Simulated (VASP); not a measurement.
# FSnCl in VASP: a series of runs, part 3 of 3

VASP 6.6.1. Earlier steps stand in the parts before.

**6. Single point, PBE+D3(BJ)**

INCAR reads:

```
SYSTEM = SnClF
ALGO = Normal
EDIFF = 1E-7
ENCUT = 900
GGA = PE
ISIF = 2
ISMEAR = 0
IVDW = 12
LASPH = .TRUE.
LCHARG = .TRUE.
LELF = .TRUE.
LREAL = .FALSE.
LVACPOTAV = .TRUE.
LVHAR = .TRUE.
LWAVE = .FALSE.
NBANDS = 21
NELM = 100
PREC = Accurate
SIGMA = 0.01
```

KPOINTS reads:

```
k-points
0
G
  1 1 1
  0 0 0
```

POSCAR reads:

```
SnClF
1.0
   12.0000000000      0.0000000000      0.0000000000
    0.0000000000     12.0000000000      0.0000000000
    0.0000000000      0.0000000000     11.0000000000
F Sn Cl
1 1 1
Cartesian
    4.7110500000      6.3880500000      4.8915499600
    6.2649500400      7.0630500000      5.8266499500
    7.3149500400      4.9789500000      6.1764499500
```

Potentials or basis: VASP PAW PBE potentials, release 64 (F_h, Sn_d, Cl_h).

On the command line:

```sh
cat potpaw_PBE.64/F_h/POTCAR potpaw_PBE.64/Sn_d/POTCAR potpaw_PBE.64/Cl_h/POTCAR > POTCAR
mpirun -np 1 vasp_gam > vasp.out
```

OUTCAR:

```text
SYSTEM = SnClF
   EDIFF = 1E-7
   ENCUT = 900
   GGA = PE
   ISIF = 2
   ISMEAR = 0
   IVDW = 12
   LASPH = .TRUE.
   LREAL = .FALSE.
   NELM = 100
   PREC = Accurate
 IVDW          = 12

 ion  position               nearest neighbor table
   1  0.393  0.532  0.445-   2 1.94
   2  0.522  0.589  0.530-   1 1.94   3 2.36
   3  0.610  0.415  0.561-   2 2.36

  LATTYP: Found a simple tetragonal cell.
 ALAT       =    12.0000000000
 C/A-ratio  =     0.9166666667

  Lattice vectors:

 A1 = (  12.0000000000,   0.0000000000,   0.0000000000)
 A2 = (   0.0000000000,  12.0000000000,   0.0000000000)
 A3 = (   0.0000000000,   0.0000000000,  11.0000000000)

Analysis of symmetry for initial positions (statically):
=====================================================================
 Subroutine PRICEL returns:
 Original cell was already a primitive cell.

 Routine SETGRP: Setting up the symmetry group for a
 simple tetragonal supercell.

 Subroutine GETGRP returns: Found  1 space group operations
 (whereof  1 operations were pure point group operations)
 out of a pool of 16 trial point group operations.

The static configuration has the point symmetry C_1 .

Analysis of symmetry for dynamics (positions and initial velocities):
=====================================================================
 Subroutine PRICEL returns:
 Original cell was already a primitive cell.

 Routine SETGRP: Setting up the symmetry group for a
 simple tetragonal supercell.

 Subroutine GETGRP returns: Found  1 space group operations
 (whereof  1 operations were pure point group operations)
 out of a pool of 16 trial point group operations.

The dynamic configuration has the point symmetry C_1 .

 Subroutine INISYM returns: Found  1 space group operations
 (whereof  1 operations are pure point group operations),
 and found     1 'primitive' translations
[... 88 lines left out ...]
   ISMEAR =     0;   SIGMA  =   0.01  broadening in eV -4-tet -1-fermi 0-gaus
   EFERMI_NEDOS =   21; number of points for ismear=-14 and -15
   IALGO  =     38    algorithm
   IMIX   =      4    mixing-type and parameters
     AMIX     =   0.40;   BMIX     =  1.00
     AMIX_MAG =   1.60;   BMIX_MAG =  1.00
  volume/ion in A,a.u.               =     528.00      3563.12
  Fermi-wavevector in a.u.,A,eV,Ry     =   0.426458  0.805888  2.474437  0.181866
  Thomas-Fermi vector in A             =   1.392489
   LORBIT       =      0    0 simple, 1 ext, 2 COOP (PROOUT), +10 PAW based schemes
   GGA     = PE    functional components
   LHFCALC =     F    Hartree Fock is set to
   AEXX    =    0.0000 exact exchange contribution
   IVDW    =    12    specifies the selected vdW correction
   LEPSILON=     F    determine dielectric tensor
   LRPA    =     F    only Hartree local field effects (RPA)
 non-spin polarized calculation
 Gauss-broadening in eV      SIGMA  =   0.01
  energy-cutoff  :      900.00
  volume of cell :     1584.00
 maximum number of plane-waves:     48537
 NGX is ok and might be reduce to   120
   NGX = 59   NGY = 59   NGZ = 53

 number of electron      28.0000003 magnetization

 Free energy of the ion-electron system (eV)
  ---------------------------------------------------
  ext. energy  EPLUGINS =         0.00000000
  ---------------------------------------------------
  free energy    TOTEN  =       -11.34149638 eV

  energy without entropy =      -11.34149638  energy(sigma->0) =      -11.34149638

 E-fermi :  -6.7531     XC(G=0):  -0.8553

 val. band max:       -6.8110687516   @ k =   0.0000   0.0000   0.0000
 cond. band min:      -3.2859314601   @ k =   0.0000   0.0000   0.0000
 fundamental gap:      3.5251372915
 Fermi energy:        -6.7530943933

 k-point     1 :       0.0000    0.0000    0.0000
  band No.  band energies     occupation
      1     -28.2772      2.00000
      2     -26.4928      2.00000
      3     -26.4240      2.00000
      4     -26.3658      2.00000
      5     -26.1820      2.00000
      6     -25.6462      2.00000
[... 13 lines left out ...]
     20       1.0170      0.00000
     21       1.0939      0.00000

------------------------ aborting loop because EDIFF is reached ----------------------------------------

 Edisp (eV)   -0.05928

 E8    (eV) :    -0.0255

  FORCE on cell =-STRESS in cart. coord.  units (eV):
  Direction    XX          YY          ZZ          XY          YZ          ZX
  --------------------------------------------------------------------------------------
  -------------------------------------------------------------------------------------
  Total       1.00426     0.72282     0.26418     0.05145     0.11181     0.60589
  in kB       1.01579     0.73111     0.26721     0.05204     0.11309     0.61285
  external pressure =        0.67 kB  Pullay stress =        0.00 kB

 VOLUME and BASIS-vectors are now :
 -----------------------------------------------------------------------------
  energy-cutoff  :      900.00
  volume of cell :     1584.00
      direct lattice vectors                 reciprocal lattice vectors
    12.000000000  0.000000000  0.000000000     0.083333333  0.000000000  0.000000000
     0.000000000 12.000000000  0.000000000     0.000000000  0.083333333  0.000000000
     0.000000000  0.000000000 11.000000000     0.000000000  0.000000000  0.090909091

 POSITION                                       TOTAL-FORCE (eV/Angst)
 -----------------------------------------------------------------------------------
      4.71105      6.38805      4.89155        -0.590386     -0.252538     -0.358204
      6.26495      7.06305      5.82665         0.426929      0.575651      0.302468
      7.31495      4.97895      6.17645         0.163457     -0.323113      0.055737
 -----------------------------------------------------------------------------------
    total drift:                               -0.000152      0.000763     -0.000119

  FREE ENERGIE OF THE ION-ELECTRON SYSTEM (eV)
  ---------------------------------------------------
  free  energy   TOTEN  =       -11.4007746280 eV

  energy  without entropy=      -11.4007746280  energy(sigma->0) =      -11.40077463
```

Wall time 5.4 min (1 thread of Intel Xeon Platinum 8559C (Emerald Rapids), shared host); peak memory 2.2 GiB.

What came out:

| Property | Result |
| --- | --- |
| Free energy | -11.4008 eV |
| Largest force | 0.778 eV/Å |
| Gap between the frontier levels | 3.53 eV |
| Dispersion energy per atom | -0.020 eV |

Forces in eV/Å, atoms in the order of the input:
```
F   -0.590 -0.253 -0.358
Sn   0.427  0.576  0.302
Cl   0.163 -0.323  0.056
```

Caveat: the cutoff is under 1.25 times the usual one of these potentials, so pressure, stress and relaxed cells hold a basis-set (Pulay) error; spin-orbit coupling is left out, which moves the levels of the heavy elements.

**7. Summary**

```csv
task,level,potentials or basis,cell,cutoff (eV),gap on the mesh (eV),largest force (eV/Å)
single point,PBE,"VASP PAW PBE potentials, release 64 (F, Sn_d, Cl)","atoms moved at random, drawn with an rms of 0.05 Å",520,3.52,0.57
relaxation of the atoms,PBE,"VASP PAW PBE potentials, release 64 (F, Sn_d, Cl)","atoms relaxed from: atoms moved at random, drawn with an rms of 0.02 Å",520,3.49,0.01
atomic charges,PBE+TS,"VASP PAW PBE potentials, release 64 (F, Sn_d, Cl)",as given,520,3.53,0.83
electron localisation function,PBE,"VASP PAW PBE potentials, release 64 (F, Sn_d, Cl)",as given,520,3.53,0.83
single point,PBE+D3(BJ),"VASP PAW PBE potentials, release 64 (F_h, Sn_d, Cl_h)",as given,900,3.53,0.78
```

Alike in all rows: no spin polarisation; k mesh 1 × 1 × 1; smearing gaussian 0.01 eV.

Caveats: spin-orbit coupling is left out, which moves the levels of the heavy elements; the cutoff is under 1.25 times the usual one of these potentials, so pressure, stress and relaxed cells hold a basis-set (Pulay) error (some runs).

Total energies depend on the potentials used, so only differences within one code and one set of settings carry meaning.
